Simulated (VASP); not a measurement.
Given:

```
CELL_PARAMETERS angstrom
      0.00000     3.44784     3.44784
      3.44784     0.00000     3.44784
      3.44784     3.44784     0.00000
ATOMIC_POSITIONS crystal
  Ba 0.00000 0.00000 0.00000
  Te 0.50000 0.50000 0.50000
```

Calculation: LDA (Ceperley-Alder, Perdew-Zunger), VASP's LDA PAW potentials (set 64) (plane waves; VASP). Run with 520 eV cut-off, Gaussian smearing of 0.050 eV, potentials Ba_sv Te.

Unless said otherwise, spin-orbit coupling is left out, though it shifts the bands of the heavy elements here.

Task: What does the run give for the band gap (along the path) with the smallest direct gap where there is one?

Result: 
- band gap (along the path) = 1.29 eV
- smallest direct gap (along the path) = 1.67 eV

Only differences to runs with the same potentials and settings are physical.

The compound is BaTe in the rock salt structure. It was relaxed first.
